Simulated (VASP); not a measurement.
# Sc3Te (Fm-3m) in VASP: a series of runs, part 2 of 2

VASP 6.6.1. The steps go on from the part before.

## Step 5: Relaxation of cell and atoms, PBE, target pressure 5 GPa, at which the enthalpy is minimised

Contents of INCAR:

```
PREC = Accurate
ENCUT = 600
EDIFF = 1E-6
ISMEAR = -1
SIGMA = 0.05
LREAL = F
LASPH = T
NELM = 60
ALGO = Fast
ISIF = 3
LWAVE = F
LCHARG = F
GGA = PE
IBRION = 2
NSW = 40
EDIFFG = -0.02
PSTRESS = 50
```

Contents of KPOINTS:

```
Automatic mesh
0
Gamma
  5 5 5
```

Contents of POSCAR:

```
Sc3Te
1.0
    0.0000000000      3.5695000000      3.5695000000
    3.5695000000      0.0000000000      3.5695000000
    3.5695000000      3.5695000000      0.0000000000
Sc Te
3 1
Direct
    0.2500000000      0.2500000000      0.2500000000
    0.7500000000      0.7500000000      0.7500000000
    0.5000000000      0.5000000000      0.5000000000
    0.0000000000      0.0000000000      0.0000000000
```

Potentials or basis: VASP PAW PBE potentials, release 64 (Sc_sv, Te).

Launch:

```bash
cat potpaw_PBE.64/Sc_sv/POTCAR potpaw_PBE.64/Te/POTCAR > POTCAR
mpirun -np 1 vasp_std > vasp.out
```

OUTCAR:

```text
PREC = Accurate
   ENCUT = 600
   EDIFF = 1E-6
   ISMEAR = -1
   LREAL = F
   LASPH = T
   NELM = 60
   ISIF = 3
   GGA = PE
   IBRION = 2
   NSW = 40
   EDIFFG = -0.02
   PSTRESS = 50

 ion  position               nearest neighbor table
   1  0.250  0.250  0.250-   3 3.09   4 3.09   4 3.09   4 3.09   4 3.09   3 3.09   3 3.09   3 3.09

   2  0.750  0.750  0.750-   3 3.09   4 3.09   3 3.09   3 3.09   3 3.09   4 3.09   4 3.09   4 3.09

   3  0.500  0.500  0.500-   1 3.09   2 3.09   1 3.09   1 3.09   1 3.09   2 3.09   2 3.09   2 3.09

   4  0.000  0.000  0.000-   1 3.09   2 3.09   2 3.09   2 3.09   2 3.09   1 3.09   1 3.09   1 3.09

  LATTYP: Found a face centered cubic cell.
 ALAT       =     7.1390000000

  Lattice vectors:

 A1 = (   0.0000000000,   3.5695000000,   3.5695000000)
 A2 = (   3.5695000000,   0.0000000000,   3.5695000000)
 A3 = (   3.5695000000,   3.5695000000,   0.0000000000)

Analysis of symmetry for initial positions (statically):
=====================================================================
 Subroutine PRICEL returns:
 Original cell was already a primitive cell.

 Routine SETGRP: Setting up the symmetry group for a
 face centered cubic supercell.

 Subroutine GETGRP returns: Found 48 space group operations
 (whereof 48 operations were pure point group operations)
 out of a pool of 48 trial point group operations.

The static configuration has the point symmetry O_h .

Analysis of symmetry for dynamics (positions and initial velocities):
=====================================================================
 Subroutine PRICEL returns:
 Original cell was already a primitive cell.

 Routine SETGRP: Setting up the symmetry group for a
 face centered cubic supercell.

 Subroutine GETGRP returns: Found 48 space group operations
 (whereof 48 operations were pure point group operations)
 out of a pool of 48 trial point group operations.

The dynamic configuration has the point symmetry O_h .

 Subroutine INISYM returns: Found 48 space group operations
 (whereof 48 operations are pure point group operations),
 and found     1 'primitive' translations

----------------------------------------------------------------------------------------

                                     Primitive cell

  volume of cell :      90.9604

  direct lattice vectors                    reciprocal lattice vectors
     0.000000000  3.569500000  3.569500000    -0.140075641  0.140075641  0.140075641
     3.569500000  0.000000000  3.569500000     0.140075641 -0.140075641  0.140075641
     3.569500000  3.569500000  0.000000000     0.140075641  0.140075641 -0.140075641

  length of vectors
     5.048035311  5.048035311  5.048035311     0.242618127  0.242618127  0.242618127

  position of ions in fractional coordinates (direct lattice)
     0.250000000  0.250000000  0.250000000
     0.750000000  0.750000000  0.750000000
     0.500000000  0.500000000  0.500000000
     0.000000000  0.000000000  0.000000000

  ion indices of the primitive-cell ions
   primitive index   ion index
                 1           1
                 2           2
                 3           3
                 4           4

----------------------------------------------------------------------------------------

 KPOINTS: Automatic mesh

Automatic generation of k-mesh.
 Grid dimensions read from file:
 generate k-points for:    5    5    5

 Generating k-lattice:

  Cartesian coordinates                     Fractional coordinates (reciprocal lattice)
    -0.028015128  0.028015128  0.028015128     0.200000000  0.000000000  0.000000000
     0.028015128 -0.028015128  0.028015128     0.000000000  0.200000000  0.000000000
     0.028015128  0.028015128 -0.028015128     0.000000000  0.000000000  0.200000000

  Length of vectors
     0.048523625  0.048523625  0.048523625

  Shift w.r.t. Gamma in fractional coordinates (k-lattice)
     0.000000000  0.000000000  0.000000000

 Subroutine IBZKPT returns following result:
 ===========================================

 Found     10 irreducible k-points:

 Following reciprocal coordinates:
            Coordinates               Weight
  0.000000  0.000000  0.000000      1.000000
  0.200000  0.000000  0.000000      8.000000
  0.400000  0.000000  0.000000      8.000000
  0.200000  0.200000  0.000000      6.000000
  0.400000  0.200000  0.000000     24.000000
 -0.400000  0.200000  0.000000     24.000000
 -0.200000  0.200000  0.000000     12.000000
  0.400000  0.400000  0.000000      6.000000
 -0.400000  0.400000  0.000000     12.000000
 -0.400000  0.400000  0.200000     24.000000
   k-points           NKPTS =     10   k-points in BZ     NKDIM =     10   number of bands    NBANDS=     23
   number of dos      NEDOS =    301   number of ions     NIONS =      4
   total plane-waves  NPLWV =  64000
   dimension x,y,z NGX =    40 NGY =   40 NGZ =   40
   dimension x,y,z NGXF=    80 NGYF=   80 NGZF=   80
   ions per type =               3   1
   NGX,Y,Z   is equivalent  to a cutoff of  13.17, 13.17, 13.17 a.u.
   NGXF,Y,Z  is equivalent  to a cutoff of  26.35, 26.35, 26.35 a.u.
 SYSTEM =  unknown system
   PREC   = accura    normal or accurate (medium, high low for compatibility)
   ISTART =      0    job   : 0-new  1-cont  2-samecut
   ICHARG =      2    charge: 1-file 2-atom 10-const
   ISPIN  =      1    spin polarized calculation?
   LNONCOLLINEAR =      F non collinear calculations
   LSORBIT =      F    spin-orbit coupling
   LASPH  =      T    aspherical Exc in radial PAW
   ENCUT  =  600.0 eV  44.10 Ry    6.64 a.u.  10.08 10.08 10.08*2*pi/ulx,y,z
   NELM   =     60;   NELMIN=  2; NELMDL= -5     # of ELM steps
   EDIFF  = 0.1E-05   stopping-criterion for ELM
   LREAL  =      F    real-space projection
   EDIFFG = -.2E-01   stopping-criterion for IOM
   NSW    =     40    number of steps for IOM
   IBRION =      2    ionic relax: 0-MD 1-quasi-New 2-CG
   NFREE  =      1    steps in history (QN), initial steepest desc. (CG)
   ISIF   =      3    stress and relaxation
   ISYM   =      2    0-nonsym 1-usesym 2-fastsym
   POTIM  = 0.5000    time-step for ionic-motion
   TEBEG  =    0.0;   TEEND  =   0.0 temperature during run
   PSTRESS=   50.0 pullay stress
   NELECT =      39.0000    total number of electrons
   NUPDOWN=      -1.0000    fix difference up-down
   EMIN   =  10.00;   EMAX   =-10.00  energy-range for DOS
   EFERMI =   0.00;   METHOD = LEGACY
   ISMEAR =    -1;   SIGMA  =   0.05  broadening in eV -4-tet -1-fermi 0-gaus
   EFERMI_NEDOS =   21; number of points for ismear=-14 and -15
   IALGO  =     68    algorithm
   IMIX   =      4    mixing-type and parameters
     AMIX     =   0.40;   BMIX     =  1.00
     AMIX_MAG =   1.60;   BMIX_MAG =  1.00
  volume/ion in A,a.u.               =      22.74       153.46
  Fermi-wavevector in a.u.,A,eV,Ry     =   1.234466  2.332802 20.733990  1.523905
  Thomas-Fermi vector in A             =   2.369155
   LORBIT       =      0    0 simple, 1 ext, 2 COOP (PROOUT), +10 PAW based schemes
   GGA     = PE    functional components
   LHFCALC =     F    Hartree Fock is set to
   AEXX    =    0.0000 exact exchange contribution
   IVDW    =     0    specifies the selected vdW correction
   LEPSILON=     F    determine dielectric tensor
   LRPA    =     F    only Hartree local field effects (RPA)
 conjugate gradient relaxation of ions
 non-spin polarized calculation
 RMM-DIIS sequential band-by-band and
  energy-cutoff  :      600.00
  volume of cell :       90.96
 maximum number of plane-waves:      3071
   NGX = 21   NGY = 21   NGZ = 21

--------------------------------------- Ionic step        1  -------------------------------------------

 number of electron      39.0000007 magnetization

 Free energy of the ion-electron system (eV)
  ---------------------------------------------------
  ext. energy  EPLUGINS =         0.00000000
  ---------------------------------------------------
  free energy    TOTEN  =       -22.62745904 eV

  energy without entropy =      -22.57497232  energy(sigma->0) =      -22.60121568

------------------------ aborting loop because EDIFF is reached ----------------------------------------

  FORCE on cell =-STRESS in cart. coord.  units (eV):
  Direction    XX          YY          ZZ          XY          YZ          ZX
  --------------------------------------------------------------------------------------
  -------------------------------------------------------------------------------------
  Total       -0.0090769     -0.0090769     -0.0090769      0.0000000      0.0000000      0.0000000
  in kB       -0.1598810     -0.1598810     -0.1598810      0.0000000      0.0000000      0.0000000
  external PRESSURE =     -50.1598810 kB  Pullay stress =      50.0000000 kB
[... 65 lines left out ...]
  enthalpy is  TOTEN    =       -19.8832752139 eV   P V=        2.5560947219

--------------------------------------- Ionic step        3  -------------------------------------------

 number of electron      38.9999997 magnetization

 Free energy of the ion-electron system (eV)
  ---------------------------------------------------
  ext. energy  EPLUGINS =         0.00000000
  ---------------------------------------------------
  free energy    TOTEN  =       -22.52792022 eV

  energy without entropy =      -22.48169410  energy(sigma->0) =      -22.50480716

 E-fermi :   7.1478     XC(G=0): -10.7405

 val. band max:        7.1190691048   @ k =   0.0000   0.0000   0.0000
 cond. band min:       7.1888769314   @ k =   0.2000   0.2000   0.0000
 fundamental gap:      0.0698078266
 Fermi energy:         7.1477706265

 k-point     1 :       0.0000    0.0000    0.0000
  band No.  band energies     occupation
      1     -42.1994      2.00000
      2     -42.1065      2.00000
      3     -42.0464      2.00000
      4     -20.9648      2.00000
      5     -20.9648      2.00000
      6     -20.9648      2.00000
[... 280 lines left out ...]
  FREE ENERGIE OF THE ION-ELECTRON SYSTEM (eV)
  ---------------------------------------------------
  free  energy   TOTEN  =       -22.5279202154 eV

  energy  without entropy=      -22.4816941010  energy(sigma->0) =      -22.50480716

  enthalpy is  TOTEN    =       -19.8987618663 eV   P V=        2.6291583492

 reached required accuracy - stopping structural energy minimisation
```

OSZICAR:

```text
N       E                     dE             d eps       ncg     rms          rms(c)
DAV:   1     0.768928924193E+03    0.76893E+03   -0.18735E+04   468   0.190E+03
DAV:   2     0.438256006355E+02   -0.72510E+03   -0.72089E+03   660   0.772E+02
DAV:   3    -0.203645203229E+02   -0.64190E+02   -0.63673E+02   761   0.288E+02
[... 58 lines left out ...]
RMM:  11    -0.225279143858E+02   -0.40443E-05   -0.39214E-05   401   0.294E-02    0.293E-03
RMM:  12    -0.225279170151E+02   -0.26293E-05   -0.31733E-05   356   0.190E-02    0.269E-03
RMM:  13    -0.225279185903E+02   -0.15751E-05   -0.13326E-05   329   0.140E-02    0.387E-04
RMM:  14    -0.225279196944E+02   -0.11042E-05   -0.10617E-05   312   0.116E-02    0.613E-04
RMM:  15    -0.225279202154E+02   -0.52101E-06   -0.51826E-06   298   0.892E-03
   3 F= -.19898762E+02 E0= -.19875649E+02  d E =-.109951E+00
```

Wall time 2.9 min (1 thread of Intel Xeon Platinum 8259CL at 2.50GHz (Skylake/Cascade Lake), shared host); peak memory 0.25 GiB.

What came out:

| Item | Value |
| --- | --- |
| Free energy | -22.5279 eV |
| Relaxed volume | 21.06 Å³/atom |
| Relaxed cell | a = 4.921 Å, b = 4.921 Å, c = 4.921 Å, α = 60.00°, β = 60.00°, γ = 60.00° |
| Space group after relaxing (to 0.05 Å) | Fm-3m (No. 225) |
| Energy change on relaxing (the enthalpy is what falls) | +24.9 meV/atom |
| Ionic steps | 3 |
| Pressure after relaxing | 5.1 GPa |
| Band gap on the k mesh | none (metal or under the smearing width) |

The path:
```tsv
step	energy change (eV)	largest force (eV/Å)	pressure (GPa)	volume (Å³)
1	0.0000	0.0000	-0.02	90.96
2	0.1881	0.0000	7.12	81.91
3	0.0995	0.0000	5.05	84.25
```

Final structure:
```
Sc Te
1.0
     0.00000    3.47944    3.47944
     3.47944    0.00000    3.47944
     3.47944    3.47944    0.00000
Sc Te
3 1
Direct
  0.25000 0.25000 0.25000
  0.75000 0.75000 0.75000
  0.50000 0.50000 0.50000
  0.00000 0.00000 0.00000
```

Caveat: the cell is relaxed towards a set pressure, so the enthalpy falls and the energy may rise. Spin-orbit coupling is left out, which matters for the levels of Te.

## Step 6: For comparison

An earlier run on the cell as given: functional PBE; potentials or basis VASP PAW PBE potentials, release 64 (Sc_sv, Te); cutoff 520 eV; k mesh 7 × 7 × 7; occupations fermi-dirac, width 0.05 eV; no spin polarisation.

- Pressure: 0.1 GPa
- Band gap on the k mesh: none (metal or under the smearing width)

## Step 7: The runs side by side

```tsv
task	cell	k mesh	cutoff (eV)	target pressure	other keys	gap on the mesh (eV)	pressure (GPa)
relaxation of cell and atoms	relaxed	5 × 5 × 5	600	-	-	none	0.0
relaxation of cell and atoms	relaxed	5 × 5 × 5	600	-	NBANDS = 44	none	0.0
relaxation of cell and atoms	relaxed to 2 GPa	5 × 5 × 5	600	2 GPa	-	none	2.0
relaxation of cell and atoms	relaxed to 5 GPa	5 × 5 × 5	600	5 GPa	-	none	5.1
single point	as given	7 × 7 × 7	520	-	-	none	0.1
```

Alike in all rows: level PBE; potentials or basis VASP PAW PBE potentials, release 64 (Sc_sv, Te); no spin polarisation; smearing fermi-dirac 0.05 eV.

Caveats: the relaxation stopped at its first step, so nothing moved (some runs); the cell is relaxed towards a set pressure, so the enthalpy falls and the energy may rise (some runs).

Absolute energies hang on the potentials; compare differences alone.
